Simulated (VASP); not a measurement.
Computed with PBE GGA with D3 dispersion (Becke-Johnson damping), VASP's PBE PAW potentials (set 64) (plane waves; VASP).

VASP ran on this input.

POSCAR:
```
GaAs
1
    0.0000000000     2.7821650201     2.7821650201
    2.7821650201     0.0000000000     2.7821650201
    2.7821650201     2.7821650201     0.0000000000
Ga As
1 1
Direct
  0.0000000000   0.0000000000   0.0000000000
  0.2500000000   0.2500000000   0.2500000000
```

### INCAR
```
NELM  =  100   ! most electronic steps
ENCUT  =  520   ! plane-wave cut-off (eV)
LASPH  =  .TRUE.
LWAVE  =  .FALSE.
SIGMA  =  0.05
LREAL  =  .FALSE.
EDIFF  =  1E-7   ! SCF stop (eV)
SYSTEM  =  GaAs
PREC  =  Accurate
GGA  =  PE   ! PBE
LCHARG  =  .FALSE.
ISMEAR  =  0
LMAXMIX  =  4   ! l cut-off of mixed one-centre charges
ALGO  =  Normal   ! blocked Davidson
IVDW  =  12
ISIF  =  2   ! forces and stress, cell fixed
```

**KPOINTS**
```
Automatic mesh
0
G
  8 8 8
0 0 0
```

POTCAR, in this order: Ga_d As (PBE.64 set). Program: vasp_std.

Q: What will the output report for the number of irreducible k-points (NKPTS), largest plane-wave count, number of space-group operations, FFT grid (NGX, NGY, NGZ)?

A: 
| Item | Value |
|---|---|
| number of irreducible k-points (NKPTS) | 29 |
| largest plane-wave count | 1211 |
| number of space-group operations | 24 |
| FFT grid (NGX, NGY, NGZ) | 30 × 30 × 30 |

The compound is GaAs in the zinc blende structure. This cell is one point of a volume scan, at 0.94 of the reference volume.
